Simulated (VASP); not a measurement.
These are RPA correlation on PBE orbitals, VASP's PBE PAW potentials (set 64) (plane waves; VASP) values and carry that method's errors.

VASP ran on this input.

### KPOINTS
```
Automatic mesh
0
Gamma
4 4 4
0 0 0
```

**INCAR**
```
SYSTEM = NaCl
PREC = Normal
ENCUT = 500
ALGO = ACFDT
LREAL = .FALSE.
LASPH = .TRUE.
ISMEAR = 0
SIGMA = 0.01
GGA = PE
LWAVE = .FALSE.
LCHARG = .FALSE.
NBANDS = 1067
NOMEGA = 12
ENCUTGW = 300
```

File POSCAR:
```
NaCl
1
    0.0000000000     2.7427000000     2.7427000000
    2.7427000000     0.0000000000     2.7427000000
    2.7427000000     2.7427000000     0.0000000000
Na Cl
1 1
Direct
  0.0000000000   0.0000000000   0.0000000000
  0.5000000000   0.5000000000   0.5000000000
```

POTCAR, in this order: Na_sv_GW Cl_GW (PBE.64 set). Program: vasp_std. Read from the step before: WAVECAR, WAVEDER.

The run wrote:

**OSZICAR**
```
energies w=
    0.000    1.161    0.000    3.717    0.000    7.033    0.000   11.842
    0.000   19.272    0.000   31.175    0.000   50.700    0.000   83.387
    0.000  139.489    0.000  240.136    0.000  441.344    0.000 1007.297
NQ=   1    0.0000    0.0000    0.0000,
 performed       6406000 updates of chi_q(r,r)
NQ=   2    0.2500    0.0000    0.0000,
 performed      12812000 updates of chi_q(r,r)
NQ=   3    0.5000    0.0000    0.0000,
 performed      19218000 updates of chi_q(r,r)
NQ=   4    0.2500    0.2500    0.0000,
 performed      25624000 updates of chi_q(r,r)
NQ=   5    0.5000    0.2500    0.0000,
 performed      32030000 updates of chi_q(r,r)
NQ=   6   -0.2500    0.2500    0.0000,
 performed      38436000 updates of chi_q(r,r)
NQ=   7    0.5000    0.5000    0.0000,
 performed      44842000 updates of chi_q(r,r)
NQ=   8   -0.2500    0.5000    0.2500,
 performed      51248000 updates of chi_q(r,r)
```

File OUTCAR:
```


      cutoff energy     smooth cutoff   RPA   correlation   Hartree contr. to MP2
---------------------------------------------------------------------------------
            300.000           240.000      -17.5343392398      -23.9484518647
            285.714           228.571      -17.3444977788      -23.7104927744
            272.109           217.687      -17.1398805790      -23.4519365486
            259.151           207.321      -16.9215749443      -23.1741981937
            246.811           197.449      -16.6900060063      -22.8779193678
            235.058           188.046      -16.4448643033      -22.5629119631
            223.865           179.092      -16.1892082864      -22.2333649488
            213.204           170.564      -15.9199055593      -21.8855979512
  linear regression
  converged value                          -19.9422465143      -27.0328057539
```
(Selected blocks of OUTCAR.)

The mesh is coarse, so the correlation energy is not converged in k-points.

The compound is NaCl in the rock salt structure. This cell is one point of a volume scan, at 0.92 of the reference volume. The k-mesh is coarse (spacing up to 0.50 per Å, 2π included), so the numbers may not be converged in it.
